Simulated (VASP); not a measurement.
Energy against volume of Sc (hcp). Computed with PBE GGA with D3 dispersion (zero damping), VASP's PBE PAW potentials (set 64) (plane waves; VASP). Numerical set-up: 520 eV cut-off, 13×13×7 Γ-centred mesh, first-order Methfessel-Paxton smearing of 0.10 eV, potentials Sc_sv.

Shape and ions are relaxed at each volume.

```json
[
 {"V (Å³/atom)": "22.229", "E (eV/atom)": "-6.50945"},
 {"V (Å³/atom)": "22.939", "E (eV/atom)": "-6.52240"},
 {"V (Å³/atom)": "23.648", "E (eV/atom)": "-6.52654"},
 {"V (Å³/atom)": "24.358", "E (eV/atom)": "-6.52299"}
]
```

Q: Fit these four points and predict the energy of the run at 25.067 Å³/atom.

A: A cubic in V^(−2/3), the third-order Birch-Murnaghan form, passes through the four points with V0 = 23.66 Å³/atom and B0 = 58 GPa, and gives -6.5127 eV/atom there. The run gave -6.5128 eV/atom, -0.1 meV/atom from the fit; all five points give B0 = 57 GPa.

The compound is Sc in the hcp structure. It was relaxed first, which changed the volume by -5 %.
